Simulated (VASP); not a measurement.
Data:

```xyz
3
Lattice="1.5753 -2.7285 0.0000 1.5753 2.7285 0.0000 0.0000 0.0000 3.5045" Properties=species:S:1:pos:R:3 pbc="T T T"
Zr     0.0000     0.0000     0.0000
B      1.5753     0.9095     1.7523
B      1.5753    -0.9095     1.7523
```

Computed with PBE GGA with D4 dispersion, VASP's PBE PAW potentials (set 64) (plane waves; VASP). Numerical set-up: 520 eV cut-off, Gaussian smearing of 0.050 eV, potentials Zr_sv B.

Q: Give the energies of bands 6 to 12 at the high-symmetry points, in eV from the Fermi level.

A: 
| band | Γ | M | K | A | L | H |
|---|---|---|---|---|---|---|
| 6 | -2.86 | -8.70 | -7.98 | -7.19 | -7.19 | -9.02 |
| 7 | -2.86 | -4.13 | -7.18 | -1.17 | -4.87 | -5.12 |
| 8 | -2.80 | -3.27 | -2.67 | -1.17 | -4.37 | -2.86 |
| 9 | -2.50 | -2.92 | -2.67 | 0.14 | -2.14 | -2.86 |
| 10 | 3.32 | 2.10 | 1.42 | 0.14 | 3.69 | 4.04 |
| 11 | 3.32 | 2.19 | 1.42 | 0.62 | 4.00 | 6.04 |
| 12 | 4.12 | 4.87 | 3.03 | 0.62 | 5.26 | 6.04 |

It has no gap at this level: it comes out as a metal or semimetal.

The compound is ZrB2 in the AlB2 type structure. It was relaxed first.
